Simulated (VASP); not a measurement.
The input files of a VASP run:

**KPOINTS**
```
Automatic mesh
0
G
 1 3 2
```

INCAR:
```
ALGO = Normal
EDIFF = 1E-6
ENCUT = 300
GGA = RE
ISIF = 2
ISMEAR = 0
LASPH = .TRUE.
LCHARG = .FALSE.
LMAXMIX = 4
LREAL = Auto
LWAVE = .FALSE.
NELM = 100
PREC = Accurate
SIGMA = 0.01
SYSTEM = Sb2Se3
```

**POSCAR**
```
Sb2Se3
1.0
 12.3620700000   0.0000000000   0.0000000000
  0.0000000000   4.0015600000   0.0000000000
  0.0000000000   0.0000000000  11.7136300000
Sb Se
8 12
Cartesian
  1.7346456624   3.0011700000   0.4461721667
 10.6274243376   1.0003900000  11.2674578333
  4.4463893376   1.0003900000   6.3029871667
  7.9156806624   3.0011700000   5.4106428333
  0.4179615867   1.0003900000   3.8606953117
 11.9441084133   3.0011700000   7.8529346883
  5.7630734133   3.0011700000   9.7175103117
  6.5989965867   1.0003900000   1.9961196883
 11.7235690845   3.0011700000   1.4938392339
  0.6385009155   1.0003900000  10.2197907661
  6.8195359155   1.0003900000   7.3506542339
  5.5425340845   3.0011700000   4.3629757661
  2.5383038331   1.0003900000   2.2501883230
  9.8237661669   3.0011700000   9.4634416770
  3.6427311669   3.0011700000   8.1070033230
  8.7193388331   1.0003900000   3.6066266770
  7.7553446145   3.0011700000   0.6337073830
  4.6067253855   1.0003900000  11.0799226170
 10.7877603855   1.0003900000   6.4905223830
  1.5743096145   3.0011700000   5.2231076170
```

POTCAR, in this order: Sb Se (PBE.64 set). Program: vasp_std.

Question: Write an equivalent input for Ansatz.

Answer: One equivalent input (not run):
Ansatz 0.2 input:
```yaml
crystal:
  lattice:
    - [12.3620700, 0.0000000, 0.0000000]
    - [0.0000000, 4.0015600, 0.0000000]
    - [0.0000000, 0.0000000, 11.7136300]
  atoms:
    - { symbol: Sb, position: [0.1403200, 0.7500000, 0.0380900] }
    - { symbol: Sb, position: [0.8596800, 0.2500000, 0.9619100] }
    - { symbol: Sb, position: [0.3596800, 0.2500000, 0.5380900] }
    - { symbol: Sb, position: [0.6403200, 0.7500000, 0.4619100] }
    - { symbol: Sb, position: [0.0338100, 0.2500000, 0.3295900] }
    - { symbol: Sb, position: [0.9661900, 0.7500000, 0.6704100] }
    - { symbol: Sb, position: [0.4661900, 0.7500000, 0.8295900] }
    - { symbol: Sb, position: [0.5338100, 0.2500000, 0.1704100] }
    - { symbol: Se, position: [0.9483500, 0.7500000, 0.1275300] }
    - { symbol: Se, position: [0.0516500, 0.2500000, 0.8724700] }
    - { symbol: Se, position: [0.5516500, 0.2500000, 0.6275300] }
    - { symbol: Se, position: [0.4483500, 0.7500000, 0.3724700] }
    - { symbol: Se, position: [0.2053300, 0.2500000, 0.1921000] }
    - { symbol: Se, position: [0.7946700, 0.7500000, 0.8079000] }
    - { symbol: Se, position: [0.2946700, 0.7500000, 0.6921000] }
    - { symbol: Se, position: [0.7053300, 0.2500000, 0.3079000] }
    - { symbol: Se, position: [0.6273500, 0.7500000, 0.0541000] }
    - { symbol: Se, position: [0.3726500, 0.2500000, 0.9459000] }
    - { symbol: Se, position: [0.8726500, 0.2500000, 0.5541000] }
    - { symbol: Se, position: [0.1273500, 0.7500000, 0.4459000] }
kpoints:
  mp_grid: { grid: [1, 3, 2] }
hamiltonian:
  xc: revpbe
  pseudopotentials: { kind: paw }
scf:
  occupations: { method: gaussian, width: 0.01 }
  max_iter: 100
output: { forces: true, stress: true, eigenvalues: true }
```
Limits of the translation: each code has its own PAW files, so the cut-off isn't converted (ENCUT is set for VASP's; basis.ecutwfc is left out, and Ansatz then takes the one that its files recommend); Ansatz stops its SCF on the density residual and VASP on the energy change (EDIFF).

The structure comes from a computed database's Sb2Se3 entry; how it stands against other phases isn't given here. The cell was not relaxed at this level. The k-mesh is coarse (spacing up to 0.52 per Å, 2π included), so the numbers may not be converged in it.
